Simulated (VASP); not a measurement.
Data:

```xyz
2
Lattice="0.0000 3.2195 3.2195 3.2195 0.0000 3.2195 3.2195 3.2195 0.0000" Properties=species:S:1:pos:R:3 pbc="T T T"
Na     0.0000     0.0000     0.0000
I      3.2195     3.2195     3.2195
```

Calculation: rev-vdW-DF2, VASP's PBE PAW potentials (set 64) (plane waves; VASP). Numerical set-up: 520 eV cut-off, Gaussian smearing of 0.050 eV, potentials Na_pv I.

Unless said otherwise, spin-orbit coupling is left out, though it shifts the bands of the heavy elements here.

Question: Give the energies of bands 5 to 10 at the high-symmetry points, in eV from the valence-band maximum.

Answer: 
```csv
band,Γ,X,U,L,W
5,0.00,-1.97,-1.70,-2.26,-1.46
6,0.00,-0.77,-1.39,-0.29,-1.46
7,0.00,-0.77,-0.62,-0.29,-0.97
8,3.60,4.44,5.16,5.04,5.80
9,7.89,5.49,6.66,7.41,7.47
10,7.89,9.94,8.72,7.41,7.47
```

The gap is direct, 3.60 eV, from the valence maximum at Γ to the conduction minimum at Γ.

Measured: gap 5.90 eV (computed value off by -2.30 eV), as given by Abedi et al., (2022), arXiv:2211.14644.

The compound is NaI in the rock salt structure. It was relaxed first.
